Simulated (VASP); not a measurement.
A VASP calculation is set up with these files.

File KPOINTS:
```
kpoints
0
Gamma
17 17 9
0 0 0
```

File POSCAR:
```
MoIr
1.0
  2.7541860743   0.0000000000   0.0000000000
 -1.3770930372   2.3851948878   0.0000000000
  0.0000000000   0.0000000000   4.4284578434
Mo Ir
1 1
Cartesian
  0.0000000000   0.0000000000   0.0000000000
 -0.0000013771   1.5901307203   2.2142289217
```

INCAR:
```
LASPH = T
ENCUT = 400
NELM = 100   # most electronic steps
LCHARG = T
LORBIT = 11   # lm-projected
LREAL = F
ALGO = Normal
LMAXMIX = 6
EDIFF = 1E-7
GGA = PS   # PBEsol
ISIF = 2   # forces and stress, cell fixed
LWAVE = F
NEDOS = 601   # DOS grid
SYSTEM = MoIr
PREC = Accurate
ISMEAR = -5   # tetrahedra, Bloechl
```

POTCAR, in this order: Mo_sv Ir (PBE.64 set). Program: vasp_std.

Q: Translate this PBEsol calculation to Quantum ESPRESSO's pw.x.

A: One equivalent input (not run):
```
&CONTROL
  calculation = 'scf'
  pseudo_dir = './pseudo'
  outdir = './out'
  tprnfor = .true.
  tstress = .true.
/
&SYSTEM
  ibrav = 0
  nat = 2
  ntyp = 2
  ecutwfc = 80
  occupations = 'tetrahedra'
  input_dft = 'pbesol'
/
&ELECTRONS
  conv_thr = 7.3e-09
  electron_maxstep = 100
/
ATOMIC_SPECIES
  Mo 95.950 Mo.upf
  Ir 192.217 Ir.upf
CELL_PARAMETERS angstrom
     2.7541861   -0.0000000    0.0000000
    -1.3770930    2.3851949   -0.0000000
    -0.0000000    0.0000000    4.4284578
ATOMIC_POSITIONS crystal
  Mo   0.0000000  0.0000000  0.0000000
  Ir   0.3333330  0.6666670  0.5000000
K_POINTS automatic
  17 17 9 0 0 0
```
Limits of the translation: the potentials are each code's own (VASP's PAW set, PseudoDojo norm-conserving files in pw.x), so ENCUT and ecutwfc are chosen apart and not converted; conv_thr bounds pw.x's estimated SCF error, while EDIFF bounds the energy change between steps.

The structure comes from a computed database's MoIr entry (P-6m2); how it stands against other phases isn't given here. It was relaxed first.
